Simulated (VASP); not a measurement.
An input for Quantum ESPRESSO's pw.x (written as the equivalent of a VASP run, and not itself run):

```
&CONTROL
  calculation = 'vc-relax'
  pseudo_dir = './pseudo'
  outdir = './out'
  tprnfor = .true.
  tstress = .true.
  nstep = 30
  forc_conv_thr = 0.00039
/
&SYSTEM
  ibrav = 0
  nat = 4
  ntyp = 2
  ecutwfc = 84
  occupations = 'smearing'
  smearing = 'gaussian'
  degauss = 0.003675
  input_dft = 'vdw-df2-b86r'
/
&ELECTRONS
  conv_thr = 7.3e-09
  electron_maxstep = 100
/
&IONS
/
&CELL
  cell_dofree = 'shape'
/
ATOMIC_SPECIES
  Ga 69.723 Ga.upf
  N 14.007 N.upf
CELL_PARAMETERS angstrom
     1.6009668   -2.7729557    0.0000000
     1.6009668    2.7729557    0.0000000
     0.0000000    0.0000000    5.2156828
ATOMIC_POSITIONS crystal
  Ga   0.6666670  0.3333330  0.5001284
  Ga   0.3333330  0.6666670  0.0001284
  N    0.6666670  0.3333330  0.8768716
  N    0.3333330  0.6666670  0.3768716
K_POINTS automatic
  8 8 4 0 0 0
```

### Question
Write the VASP files for the same calculation (rev-vdW-DF2).

### Answer
Several could match; the one computed here: 
INCAR:
```
AGGAC=0.0
ALGO=Normal
EDIFF=1E-7
EDIFFG=-0.01
ENCUT=520
GGA=MK
IBRION=2
ISIF=4
ISMEAR=0
LASPH=.True.
LCHARG=.False.
LMAXMIX=4
LREAL=.False.
LUSE_VDW=.True.
LWAVE=.False.
NELM=100
NSW=30
PARAM1=0.1234568
PARAM2=0.7114
PREC=Accurate
SIGMA=0.05
SYSTEM=GaN
ZAB_VDW=-1.8867
```

### KPOINTS
```
Automatic mesh
0
Gamma
8 8 4
0 0 0
```

POSCAR:
```
GaN
1
    1.6009667607    -2.7729557322     0.0000000000
    1.6009667607     2.7729557322     0.0000000000
    0.0000000000     0.0000000000     5.2156827973
Ga N
2 2
Direct
  0.6666670000   0.3333330000   0.5001284325
  0.3333330000   0.6666670000   0.0001284325
  0.6666670000   0.3333330000   0.8768715675
  0.3333330000   0.6666670000   0.3768715675
```

POTCAR, in this order: Ga_d N (PBE.64 set). Program: vasp_std.

Limits of the translation: the potentials are each code's own (VASP's PAW set, PseudoDojo norm-conserving files in pw.x), so ENCUT and ecutwfc are chosen apart and not converted; conv_thr bounds pw.x's estimated SCF error, while EDIFF bounds the energy change between steps; forc_conv_thr acts on force components and is met together with etot_conv_thr.

The compound is GaN in the wurtzite structure. This run relaxes it. Symmetry was kept, so distortions that lower it aren't found.
